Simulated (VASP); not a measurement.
Given:

```
Al
1.0
    0.00000     2.06550     2.06550
    2.06550     0.00000     2.06550
    2.06550     2.06550     0.00000
Al
1
Direct
  0.00000   0.00000   0.00000
```
Cell charge +0.1.

The numbers are results of PBE GGA, VASP's PBE PAW potentials (set 64) (plane waves; VASP), not measurements. Numerical set-up: NELECT = 2.9, 400 eV cut-off, 14×14×14 Γ-centred mesh, Gaussian smearing of 0.050 eV, potentials Al.

The cell is charged, with a uniform compensating background.

Problem. Give the stress tensor in GPa (positive for a compressed cell).

Solution. 
```
-13.35    0.00    0.00
  0.00  -13.35    0.00
  0.00    0.00  -13.35
```
The pressure is its mean diagonal, -13.35 GPa.

The compound is Al in the fcc structure. The cell was not relaxed at this level. The run is one of a series of settings (ISMEAR = 0, NELECT = 2.9, SIGMA = 0.05 against the base run), some of them coarse on purpose.
